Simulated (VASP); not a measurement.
An input for Quantum ESPRESSO's pw.x (written as the equivalent of a VASP run, and not itself run):

```
&CONTROL
  calculation = 'scf'
  pseudo_dir = './pseudo'
  outdir = './out'
  tprnfor = .true.
  tstress = .true.
/
&SYSTEM
  ibrav = 0
  nat = 12
  ntyp = 2
  ecutwfc = 84
  occupations = 'smearing'
  smearing = 'fermi-dirac'
  degauss = 0.00735
  input_dft = 'pz'
/
&ELECTRONS
  conv_thr = 7.3e-08
  electron_maxstep = 100
/
ATOMIC_SPECIES
  Mg 24.305 Mg.upf
  Sn 118.710 Sn.upf
CELL_PARAMETERS angstrom
     4.8280640    0.0000000    0.0000000
    -4.8280640    4.8280640    0.0000000
     0.0000000    0.0000000   27.8305000
ATOMIC_POSITIONS crystal
  Mg   0.5000000  0.0000000  0.4089070
  Mg   0.5000000  0.5000000  0.4089070
  Mg   0.5000000  0.5000000  0.2874540
  Mg   0.5000000  0.0000000  0.2874540
  Mg   0.5000000  0.0000000  0.6518170
  Mg   0.5000000  0.5000000  0.6518170
  Mg   0.5000000  0.5000000  0.5303640
  Mg   0.5000000  0.0000000  0.5303640
  Sn   0.0000000  0.0000000  0.4696360
  Sn   0.0000000  0.5000000  0.3481790
  Sn   0.0000000  0.0000000  0.7125460
  Sn   0.0000000  0.5000000  0.5910930
K_POINTS automatic
  5 5 1 0 0 0
```

Write the VASP files for the same calculation (LDA).

One answer among several that fit: 
### KPOINTS
```
Automatic mesh
0
Gamma
5 5 1
0 0 0
```

**POSCAR**
```
Mg2Sn
1
    4.8280640000     0.0000000000     0.0000000000
   -4.8280640000     4.8280640000     0.0000000000
    0.0000000000     0.0000000000    27.8305000000
Mg Sn
8 4
Direct
  0.5000000000   0.0000000000   0.4089070000
  0.5000000000   0.5000000000   0.4089070000
  0.5000000000   0.5000000000   0.2874540000
  0.5000000000   0.0000000000   0.2874540000
  0.5000000000   0.0000000000   0.6518170000
  0.5000000000   0.5000000000   0.6518170000
  0.5000000000   0.5000000000   0.5303640000
  0.5000000000   0.0000000000   0.5303640000
  0.0000000000   0.0000000000   0.4696360000
  0.0000000000   0.5000000000   0.3481790000
  0.0000000000   0.0000000000   0.7125460000
  0.0000000000   0.5000000000   0.5910930000
```

### INCAR
```
ALGO=Normal
EDIFF=1E-6
ENCUT=300
ISIF=2
ISMEAR=-1
LASPH=.True.
LCHARG=.False.
LMAXMIX=4
LREAL=.False.
LWAVE=.False.
NELM=100
PREC=Accurate
SIGMA=0.1
SYSTEM=Mg2Sn
```

POTCAR, in this order: Mg Sn_d (LDA.64 set). Program: vasp_std.

Limits of the translation: the potentials are each code's own (VASP's PAW set, PseudoDojo norm-conserving files in pw.x), so ENCUT and ecutwfc are chosen apart and not converted; conv_thr bounds pw.x's estimated SCF error, while EDIFF bounds the energy change between steps.

The cell is a sheet with vacuum, built from a database entry that may be metastable or hypothetical.
